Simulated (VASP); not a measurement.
Calculation: PBE GGA, VASP's PBE PAW potentials (set 64) (plane waves; VASP).

The input files of a VASP run:

**INCAR**
```
SYSTEM = BeMg3Te4
PREC = Accurate
ENCUT = 400
EDIFF = 1E-6
NELM = 100
ALGO = Normal
LREAL = .FALSE.
LASPH = .TRUE.
ISMEAR = 0
SIGMA = 0.05
GGA = PE
LMAXMIX = 4
LWAVE = .FALSE.
LCHARG = .FALSE.
ICHARG = 11
```

POSCAR:
```
BeMg3Te4
1
    6.2970847389     0.0000000000     0.0000000000
    0.0000000000     6.2970847389    -0.0000000000
    0.0000000000     0.0000000000     6.2970847389
Mg Te Be
3 4 1
Direct
  1.0000000000   1.0000000000   1.0000000000
  0.5000000000   0.5000000000   1.0000000000
  0.5000000000   0.0000000000   0.5000000000
  0.2296237714   0.2703762286   0.2703762286
  0.7703762286   0.7296237714   0.2703762286
  0.7703762286   0.2703762286   0.7296237714
  0.2296237714   0.7296237714   0.7296237714
  1.0000000000   0.5000000000   0.5000000000
```

File KPOINTS:
```
k-points along high-symmetry lines
15
Line-mode
Reciprocal
  0.000000   0.000000   0.000000 ! GAMMA
  0.000000   0.500000   0.000000 ! X

  0.000000   0.500000   0.000000 ! X
  0.500000   0.500000   0.000000 ! M

  0.500000   0.500000   0.000000 ! M
  0.000000   0.000000   0.000000 ! GAMMA

  0.000000   0.000000   0.000000 ! GAMMA
  0.500000   0.500000   0.500000 ! R

  0.500000   0.500000   0.500000 ! R
  0.000000   0.500000   0.000000 ! X

  0.500000   0.500000   0.500000 ! R
  0.500000   0.500000   0.000000 ! M
```

POTCAR, in this order: Mg Te Be (PBE.64 set). Program: vasp_std. Read from the step before: CHGCAR.

Output of the run:

**OSZICAR**
```
       N       E                     dE             d eps       ncg     rms          rms(c)
DAV:   1     0.112133021808E+03    0.11213E+03   -0.94541E+03  3780   0.950E+02
DAV:   2    -0.157104727426E+02   -0.12784E+03   -0.12175E+03  5296   0.146E+02
DAV:   3    -0.254579705151E+02   -0.97475E+01   -0.96843E+01  4730   0.456E+01
DAV:   4    -0.257099572801E+02   -0.25199E+00   -0.25176E+00  5079   0.869E+00
DAV:   5    -0.257151756754E+02   -0.52184E-02   -0.52177E-02  4736   0.127E+00
DAV:   6    -0.257153159019E+02   -0.14023E-03   -0.14022E-03  5152   0.183E-01
DAV:   7    -0.257153191451E+02   -0.32432E-05   -0.32431E-05  4796   0.263E-02
DAV:   8    -0.257153192407E+02   -0.95581E-07   -0.95590E-07  3479   0.449E-03
   1 F= -.25715319E+02 E0= -.25715319E+02  d E =-.524829E-12
```

### OUTCAR
```
 val. band max:        2.4362282869   @ k =   0.0000   0.0000   0.0000

 cond. band min:       4.7764676100   @ k =   0.0000   0.0000   0.0000



 k-point     1 :       0.0000    0.0000    0.0000
  band No.  band energies     occupation
      1      -8.1684      2.00000
      2      -7.1588      2.00000
      3      -7.1588      2.00000
      4      -7.1588      2.00000
      5      -1.5474      2.00000
      6      -0.7783      2.00000
      7      -0.7783      2.00000
      8       0.6750      2.00000
      9       0.6750      2.00000
     10       0.6750      2.00000
     11       1.1913      2.00000
     12       1.1913      2.00000
     13       1.1913      2.00000
     14       2.4362      2.00000
     15       2.4362      2.00000
     16       2.4362      2.00000
     17       4.7765      0.00000
     18       5.1159      0.00000
     19       5.1159      0.00000
     20       5.1159      0.00000
     21       5.7282      0.00000

 k-point     2 :       0.0000    0.0357    0.0000
  band No.  band energies     occupation
      1      -8.1661      2.00000
      2      -7.1625      2.00000
      3      -7.1587      2.00000
      4      -7.1587      2.00000
      5      -1.5430      2.00000
      6      -0.7745      2.00000
      7      -0.7724      2.00000
      8       0.6683      2.00000
      9       0.6725      2.00000
     10       0.6725      2.00000
     11       1.1811      2.00000
     12       1.1920      2.00000
     13       1.1920      2.00000
     14       2.4110      2.00000
     15       2.4317      2.00000
     16       2.4317      2.00000
     17       4.8039      0.00000
     18       5.1165      0.00000
     19       5.1299      0.00000
     20       5.1299      0.00000
     21       5.7414      0.00000

 k-point     3 :       0.0000    0.0714    0.0000
  band No.  band energies     occupation
      1      -8.1591      2.00000
      2      -7.1736      2.00000
      3      -7.1583      2.00000
      4      -7.1583      2.00000
...
```

The density is held fixed in this step, so its total energy and stress have no physical meaning. Unless said otherwise, spin-orbit coupling is left out, though it shifts the bands of the heavy elements here.

The structure was generated: BeMg3Te4 was put into an ordered model structure (P-43m), which need not be its known phase. It was relaxed first.
